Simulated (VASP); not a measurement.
# Sc3Te: relaxation of cell and atoms with PBE+dDsC

Crystal: Sc3Te.

```
CELL_PARAMETERS angstrom
0.00000 3.56950 3.56950
3.56950 0.00000 3.56950
3.56950 3.56950 0.00000
ATOMIC_POSITIONS crystal
Sc 0.25000 0.25000 0.25000
Sc 0.75000 0.75000 0.75000
Sc 0.50000 0.50000 0.50000
Te 0.00000 0.00000 0.00000
```

The cell was built by a generator and needn't be a form met in nature.

| Property | Result |
| --- | --- |
| Program | VASP 6.6.1 |
| Task | relaxation of cell and atoms |
| Functional | PBE |
| Dispersion | dDsC |
| Potentials or basis | VASP PAW PBE potentials, release 64 (Sc_sv, Te) |
| Cutoff | 600 eV |
| k mesh | 5 × 5 × 5 |
| Occupations | fermi-dirac, width 0.05 eV |
| Spin | no spin polarisation |
| Further INCAR settings | ALGO = Normal; EDIFF = 1e-07; IBRION = 2; EDIFFG = -0.01; NSW = 60; ISIF = 3 |

The relaxed volume is 22.14 Å³/atom, the relaxed cell is a = 5.003 Å, b = 5.003 Å, c = 5.003 Å, α = 60.00°, β = 60.00°, γ = 60.00° and the space group after relaxing (to 0.05 Å) is Fm-3m (No. 225). The energy gained by relaxing is 0.9 meV/atom and the ionic steps are 3. The pressure after relaxing is 0.0 GPa, the band gap on the k mesh is none (metal or under the smearing width) and the hirshfeld charges are Sc +0.07, +0.08, +0.03; Te -0.18 e. The dispersion energy per atom is -0.197 eV.

The path:
```tsv
step	energy change (eV)	largest force (eV/Å)	pressure (GPa)	volume (Å³)
1	0.0000	0.0000	-1.55	90.96
2	-0.0016	0.0000	0.31	88.09
3	-0.0036	0.0000	-0.02	88.56
```

Final structure:
```
CELL_PARAMETERS angstrom
0.00000 3.53780 3.53780
3.53780 0.00000 3.53780
3.53780 3.53780 0.00000
ATOMIC_POSITIONS crystal
Sc 0.25000 0.25000 0.25000
Sc 0.75000 0.75000 0.75000
Sc 0.50000 0.50000 0.50000
Te 0.00000 0.00000 0.00000
```

Levels at points of the mesh, in eV from the Fermi level:
```tsv
k point	band 15	band 16	band 17	band 18	band 19	band 20	band 21	band 22	band 23
(0.00, 0.00, 0.00)	-4.21	-4.21	-2.00	-1.40	-1.40	-0.04	-0.04	-0.04	2.29
```

Run time: 96 s on 1 thread of Intel(R) Xeon(R) Platinum 8375C CPU @ 2.90GHz (Ice Lake), on a shared host, peak memory 0.26 GiB.

Caveat: pairwise dispersion overbinds metals, which lowers pressure and volume. Spin-orbit coupling is left out, which matters for the levels of Te.
